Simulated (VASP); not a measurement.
Set up this calculation in VASP 6.6.1, as the native input.

| Property | Result |
| --- | --- |
| Task | relaxation of cell and atoms |
| Functional | PBEsol |
| Potentials or basis | VASP PAW PBE potentials, release 64 (Pt, Se) |
| Cutoff | 600 eV |
| k mesh | 9 × 9 × 5 |
| Occupations | gaussian, width 0.03 eV |
| Spin | no spin polarisation |
| Further INCAR settings | ALGO = Normal; EDIFF = 1e-07; IBRION = 2; EDIFFG = -0.005; NSW = 90; ISIF = 3 |

The structure of PtSe2 (Sudovikovite) lies in POSCAR:

```
PtSe2                                   
1.0
    3.7581058825     -0.0000000000     -0.0000000000
   -1.8790529412      3.2546151643      0.0000000000
   -0.0000000000      0.0000000000      4.8605948515
  Pt              Se            
     1     2
Direct
     0.0000000000000000    0.0000000000000000    0.0000000000000000
     0.3333333332999970    0.6666666667000030    0.2618067252194222
     0.6666666667000030    0.3333333332999970    0.7381932747805776
```

One way to write it, as run:

INCAR

```
SYSTEM = PtSe2
ALGO = Normal
EDIFF = 1E-7
EDIFFG = -0.005
ENCUT = 600
GGA = PS
IBRION = 2
ISIF = 3
ISMEAR = 0
LASPH = .True.
LCHARG = .False.
LREAL = .False.
LWAVE = .False.
NELM = 80
NSW = 90
PREC = Accurate
SIGMA = 0.03
```

KPOINTS

```
k-points
0
Gamma
  9 9 5
  0 0 0
```

Potentials or basis: VASP PAW PBE potentials, release 64 (Pt, Se).

Run with:

```sh
$ cat potpaw_PBE.64/Pt/POTCAR potpaw_PBE.64/Se/POTCAR > POTCAR
$ mpirun -np 1 vasp_std > vasp.out
```

It gave:

```json
{
 "Relaxed volume": "19.80 Å³/atom",
 "Relaxed cell": "a = 3.758 Å, b = 3.758 Å, c = 4.858 Å, α = 90.00°, β = 90.00°, γ = 120.00°",
 "Space group after relaxing (to 0.05 Å)": "P-3m1 (No. 164)",
 "Energy gained by relaxing": "0.0 meV/atom",
 "Ionic steps": "5",
 "Pressure after relaxing": "0.0 GPa",
 "Band gap on the k mesh": "none (metal or under the smearing width)"
}
```

Caveat: the PAW data sets were made with another functional, which shifts forces and pressure a little.

It took 2 min on 1 thread of Intel(R) Xeon(R) Platinum 8259CL CPU @ 2.50GHz (Skylake/Cascade Lake), on a shared host, peak memory 0.22 GiB.
